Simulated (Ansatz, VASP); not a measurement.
**Rb (Rb(100)): VASP beside Ansatz**

One calculation is typed for both programs; each brings its own data sets and cutoff. How far apart do they land?

Method: plane waves, with VASP 6.6.1 beside it; single point at PBEsol, in Ansatz 0.2.0.

## 1. The starting structure

The cell holds 9 atoms: 9 Rb. Cell: a = 5.570 Å, b = 5.570 Å, c = 37.278 Å, α = 90.0°, β = 90.0°, γ = 90.0°. It derives from Rb. As first built, before any earlier steps moved the atoms: 9 layers of bcc Rb, cut at this functional's lattice. Vacuum lies along c.

Structure file:

```xyz
9
Lattice="5.5695 0.0000 0.0000 0.0000 5.5695 0.0000 0.0000 0.0000 37.2781" Properties=species:S:1:pos:R:3
Rb    0.0000    0.0000    7.5000
Rb    2.7848    2.7848   10.2848
Rb    0.0000    0.0000   13.0695
Rb    2.7848    2.7848   15.8543
Rb    0.0000    0.0000   18.6390
Rb    2.7848    2.7848   21.4238
Rb    0.0000    0.0000   24.2086
Rb    2.7848    2.7848   26.9933
Rb    0.0000    0.0000   29.7781
```

## 2. VASP: single point, PBEsol

A single point gives forces, pressure and levels at one fixed geometry, so differences don't come from the geometry; what else differs is listed under the comparison.

Lines of VASP's logs that name or quote its potential files are left out, and so is its time.

Contents of INCAR:

```
SYSTEM = Rb
PREC = Normal
ENCUT = 320
EDIFF = 1E-06
NELM = 120
ISMEAR = 1
SIGMA = 0.15
LREAL = .FALSE.
ALGO = Fast
GGA = PS
NBANDS = 40
LORBIT = 11
LWAVE = .FALSE.
LCHARG = .TRUE.
KPAR = 4
IDIPOL = 3
LDIPOL = .TRUE.
DIPOL = 0.5 0.5 0.5
LVHAR = .TRUE.
LVACPOTAV = .TRUE.
NEDOS = 1500
```

Contents of POSCAR:

```
Rb
1.0
    5.5695172084      0.0000000000      0.0000000000
    0.0000000000      5.5695172084      0.0000000000
    0.0000000000      0.0000000000     37.2780688336
Rb
9
Direct
    0.0000000000      0.0000000000      0.2011906800
    0.5000000000      0.5000000000      0.2758930100
    0.0000000000      0.0000000000      0.3505953400
    0.5000000000      0.5000000000      0.4252976700
    0.0000000000      0.0000000000      0.5000000000
    0.5000000000      0.5000000000      0.5747023300
    0.0000000000      0.0000000000      0.6494046600
    0.5000000000      0.5000000000      0.7241069900
    0.0000000000      0.0000000000      0.7988093200
```

Contents of KPOINTS:

```
Automatic mesh
0
Gamma
6 6 1
0 0 0
```

Potentials, in the order of the species: Rb_pv (PBE family, release 64).

Command:

```sh
mpirun -np 4 vasp_std
```

Numbers of over 12 decimals in the logs are rounded to 6 here.

Output:

```text
[banner, memory and clock lines left out]
running    4 mpi-ranks, on    1 nodes
 distrk:  each k-point on    1 cores,    4 groups
 distr:  one band on    1 cores,    1 groups

 POSCAR found type information on POSCAR Rb
 POSCAR found :  1 types and       9 ions
|                                                                             |
|               ----> ADVICE to this user running VASP <----                  |
|                                                                             |
|     You enforced a specific xc type in the INCAR file but a different       |
|     [... a line on the potential file left out ...]
|     I HOPE YOU KNOW WHAT YOU ARE DOING!                                     |
|                                                                             |

 LDA part: xc-table for (Slater+PW92), standard interpolation
 POSCAR, INCAR and KPOINTS ok, starting setup
 FFT: planning ... GRIDC
 FFT: planning ... GRID_SOFT
 FFT: planning ... GRID
 WAVECAR not read
 entering main loop
       N       E                     dE             d eps       ncg     rms          rms(c)
DAV:   1     0.110833012395E+03    0.11083E+03   -0.19297E+04  1160   0.746E+02
DAV:   2    -0.544277542046E+01   -0.11628E+03   -0.11174E+03   896   0.144E+02
DAV:   3    -0.877067644846E+01   -0.33279E+01   -0.31534E+01   976   0.178E+01
DAV:   4    -0.891313475394E+01   -0.14246E+00   -0.14206E+00   976   0.276E+00
DAV:   5    -0.892009094913E+01   -0.69562E-02   -0.69537E-02  1008   0.438E-01    0.525E+00
RMM:   6    -0.908082632611E+01   -0.16074E+00   -0.72165E-01  1041   0.134E+00    0.357E+00
RMM:   7    -0.899948920045E+01    0.81337E-01   -0.41496E-01  1019   0.124E+00    0.311E+00
RMM:   8    -0.866445978786E+01    0.33503E+00   -0.11001E-01  1030   0.863E-01    0.713E-01
RMM:   9    -0.864440247832E+01    0.20057E-01   -0.18534E-02  1052   0.393E-01    0.188E-01
RMM:  10    -0.864490191237E+01   -0.49943E-03   -0.31728E-03  1053   0.173E-01    0.150E-01
RMM:  11    -0.864458308149E+01    0.31883E-03   -0.15090E-03  1056   0.103E-01    0.610E-02
RMM:  12    -0.864502405068E+01   -0.44097E-03   -0.72954E-04  1041   0.753E-02    0.290E-02
RMM:  13    -0.864539405919E+01   -0.37001E-03   -0.61287E-04  1055   0.450E-02    0.148E-02
RMM:  14    -0.864551447653E+01   -0.12042E-03   -0.23464E-04   992   0.244E-02    0.133E-02
RMM:  15    -0.864549266215E+01    0.21814E-04   -0.17511E-04  1003   0.221E-02    0.728E-03
RMM:  16    -0.864548717098E+01    0.54912E-05   -0.44594E-05   828   0.972E-03    0.539E-03
RMM:  17    -0.864558154614E+01   -0.94375E-04   -0.25459E-05   850   0.106E-02    0.516E-03
RMM:  18    -0.864561219320E+01   -0.30647E-04   -0.91309E-06   800   0.642E-03    0.244E-03
RMM:  19    -0.864565547914E+01   -0.43286E-04   -0.12092E-05   748   0.664E-03    0.170E-03
RMM:  20    -0.864566040504E+01   -0.49259E-05   -0.18498E-06   580   0.236E-03    0.884E-04
RMM:  21    -0.864566355350E+01   -0.31485E-05   -0.12615E-06   522   0.201E-03    0.258E-04
RMM:  22    -0.864566387521E+01   -0.32171E-06   -0.13782E-07   300   0.896E-04
|                                                                             |
|           W    W    AA    RRRRR   N    N  II  N    N   GGGG   !!!           |
|           W    W   A  A   R    R  NN   N  II  NN   N  G    G  !!!           |
|           W    W  A    A  R    R  N N  N  II  N N  N  G       !!!           |
|           W WW W  AAAAAA  RRRRR   N  N N  II  N  N N  G  GGG   !            |
|           WW  WW  A    A  R   R   N   NN  II  N   NN  G    G                |
|           W    W  A    A  R    R  N    N  II  N    N   GGGG   !!!           |
|                                                                             |
|     Did not find any points to average over, which means that no vacuum     |
|     field-free region was found. Please increase the size of  your cell     |
|     in the dimension of the dipole correction to obtain accurate            |
|     workfunction values.                                                    |
|                                                                             |

   1 F= -.86456639E+01 E0= -.86385053E+01  d E =-.214757E-01
```

Parts of OUTCAR (step 2):

```text
ion  position               nearest neighbor table
   1  0.000  0.000  0.201-   2 4.82   2 4.82   2 4.82   2 4.82   3 5.57
   2  0.500  0.500  0.276-   1 4.82   1 4.82   1 4.82   1 4.82   3 4.82   3 4.82   3 4.82   3 4.82
                             4 5.57
   3  0.000  0.000  0.351-   2 4.82   4 4.82   2 4.82   4 4.82   2 4.82   4 4.82   2 4.82   4 4.82
                             1 5.57   5 5.57
   4  0.500  0.500  0.425-   3 4.82   5 4.82   3 4.82   5 4.82   3 4.82   5 4.82   3 4.82   5 4.82
                             2 5.57   6 5.57
   5  0.000  0.000  0.500-   4 4.82   6 4.82   4 4.82   6 4.82   4 4.82   6 4.82   4 4.82   6 4.82
                             3 5.57   7 5.57
   6  0.500  0.500  0.575-   5 4.82   7 4.82   5 4.82   7 4.82   5 4.82   7 4.82   5 4.82   7 4.82
                             4 5.57   8 5.57
   7  0.000  0.000  0.649-   6 4.82   8 4.82   6 4.82   8 4.82   6 4.82   8 4.82   6 4.82   8 4.82
                             9 5.57   5 5.57
   8  0.500  0.500  0.724-   9 4.82   9 4.82   9 4.82   9 4.82   7 4.82   7 4.82   7 4.82   7 4.82
                             6 5.57
   9  0.000  0.000  0.799-   8 4.82   8 4.82   8 4.82   8 4.82   7 5.57

  LATTYP: Found a simple tetragonal cell.
 ALAT       =     5.5695172084
 C/A-ratio  =     6.6932316463

 Subroutine GETGRP returns: Found 16 space group operations
 (whereof 16 operations were pure point group operations)

The static configuration has the point symmetry D_4h.

 Found     10 irreducible k-points:

   k-points           NKPTS =     10   k-points in BZ     NKDIM =     10   number of bands    NBANDS=     40

   dimension x,y,z NGX =    24 NGY =   24 NGZ =  168
   dimension x,y,z NGXF=    48 NGYF=   48 NGZF=  336

   ENCUT  =  320.0 eV  23.52 Ry    4.85 a.u.   8.12  8.12 54.37*2*pi/ulx,y,z

   NELECT =      63.0000    total number of electrons

 k-points in reciprocal lattice and weights: Automatic mesh
   0.00000000  0.00000000  0.00000000       0.028
   0.16666667  0.00000000  0.00000000       0.111
   0.33333333  0.00000000  0.00000000       0.111
   0.50000000  0.00000000  0.00000000       0.056
   0.16666667  0.16666667  0.00000000       0.111
   0.33333333  0.16666667  0.00000000       0.222
   0.50000000  0.16666667  0.00000000       0.111
   0.33333333  0.33333333  0.00000000       0.111
   0.50000000  0.33333333  0.00000000       0.111
   0.50000000  0.50000000  0.00000000       0.028

 dipolmoment           0.000000      0.000000     -0.000000 electrons x Angstroem

 average (electrostatic) potential at core
       1 -18.0529       2 -17.7184       3 -17.7318       4 -17.7331       5 -17.6786
       6 -17.7331       7 -17.7318       8 -17.7184       9 -18.0529

 E-fermi :  -1.4115

 k-point     1 :       0.0000    0.0000    0.0000
  band No.  band energies     occupation
    ...
     29      -3.2248      2.00000
     30      -2.9324      2.00000
     31      -2.5590      2.00000
     32      -2.0960      2.00000
     33      -1.6040      2.06994
     34      -1.1185     -0.01855
     35      -0.6739     -0.00000
     36      -0.3232     -0.00000
     37      -0.1254     -0.00000
     38      -0.0056     -0.00000
    ...

 k-point     2 :       0.1667    0.0000    0.0000
  band No.  band energies     occupation
    ...
     29      -3.0579      2.00000
     30      -2.7720      2.00000
     31      -2.4074      2.00000
     32      -1.9550      2.00000
     33      -1.4732      1.63510
     34      -0.9961     -0.00064
     35      -0.5582     -0.00000
     36      -0.3547     -0.00000
     37      -0.2153     -0.00000
     38      -0.1801     -0.00000
    ...

 k-point     3 :       0.3333    0.0000    0.0000
  band No.  band energies     occupation
    ...
     28      -2.7284      2.00000
     29      -2.5778      2.00000
     30      -2.3125      2.00000
     31      -1.9778      2.00000
     32      -1.5658      2.05575
     33      -1.1389     -0.02755
     34      -1.0823     -0.00812
     35      -0.9668     -0.00023
     36      -0.8316     -0.00000
     37      -0.5778     -0.00000
    ...

  Total       -0.4522610     -0.4522610     -0.0028984      0.0000000      0.0000000     -0.0000000
  in kB       -0.6266301     -0.6266301     -0.0040159      0.0000000      0.0000000     -0.0000000
  external PRESSURE =      -0.4190920 kB  Pullay stress =       0.0000000 kB

  energy-cutoff  :      320.00
  volume of cell :     1156.35
      direct lattice vectors                 reciprocal lattice vectors
     5.569517208  0.000000000  0.000000000     0.179548776  0.000000000  0.000000000
     0.000000000  5.569517208  0.000000000     0.000000000  0.179548776  0.000000000
     0.000000000  0.000000000 37.278068834     0.000000000  0.000000000  0.026825424

 POSITION                                       TOTAL-FORCE (eV/Angst)
 -----------------------------------------------------------------------------------
      0.00000      0.00000      7.50000         0.000000      0.000000     -0.010562
      2.78476      2.78476     10.28476        -0.000000     -0.000000      0.015825
      0.00000      0.00000     13.06952         0.000000      0.000000     -0.009993
      2.78476      2.78476     15.85428         0.000000      0.000000      0.013523
      0.00000      0.00000     18.63903         0.000000      0.000000      0.000000
      2.78476      2.78476     21.42379        -0.000000      0.000000     -0.013523
      0.00000      0.00000     24.20855         0.000000      0.000000      0.009993
      2.78476      2.78476     26.99331         0.000000     -0.000000     -0.015825
      0.00000      0.00000     29.77807         0.000000      0.000000      0.010562
 -----------------------------------------------------------------------------------
    total drift:                                0.000000     -0.000000      0.000000

  FREE ENERGIE OF THE ION-ELECTRON SYSTEM (eV)
  ---------------------------------------------------
  free  energy   TOTEN  =        -8.6456638752 eV

  energy  without entropy=       -8.6241882056  energy(sigma->0) =       -8.63850532

 vacuum level on the upper side and lower side of the slab         0.726         0.726

 total charge
# of ion       s       p       d       tot
------------------------------------------
    1        0.146   5.927   0.009   6.082
    2        0.147   5.953   0.013   6.113
    3        0.150   5.947   0.014   6.111
    4        0.147   5.949   0.015   6.110
    5        0.153   5.948   0.013   6.114
    6        0.147   5.949   0.015   6.110
    7        0.150   5.947   0.014   6.111
    8        0.147   5.953   0.013   6.113
    9        0.146   5.927   0.009   6.082
--------------------------------------------------
tot          1.332  53.501   0.114  54.947

[... 3 further parts left out ...]
```

[end of part 1 of 2]

[Lines on the potential files, build, host, timing and source positions are cut from VASP's logs without a mark.]

[Logs are printed without paths, hosts, clocks, repeated set-up lines and the standing remarks that a program may print on its own settings, such as how far it seeks lower states.]

[Hosts, paths, dates, database ids (printed as entryN), source tags and the programs' standing remarks are cut or masked in the printed files.]
